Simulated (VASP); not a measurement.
Mg$_{2}$Ge (antifluorite): the cohesive energy from VASP (plane waves, PAW) at several levels of theory. Atoms are spin-polarised in a large box without symmetry, with the spin fixed by Hund's rule, and may not be in the lowest state of each functional; no zero-point energy is added.

```csv
level,cohesive energy (eV/atom)
LDA,3.10
PBE,2.52
```

The cell of the LDA run:

```
CELL_PARAMETERS angstrom
      0.00000     3.13540     3.13540
      3.13540     0.00000     3.13540
      3.13540     3.13540     0.00000
ATOMIC_POSITIONS crystal
  Mg 0.25000 0.25000 0.25000
  Mg 0.75000 0.75000 0.75000
  Ge 0.00000 0.00000 0.00000
```

Only levels that ran to the end are used. Left out are those held back, those with too coarse a band path, GW runs whose mesh misses a band edge, hybrids' fits of cells that aren't cubic and levels without matching references; a question may draw on a part of the rest.
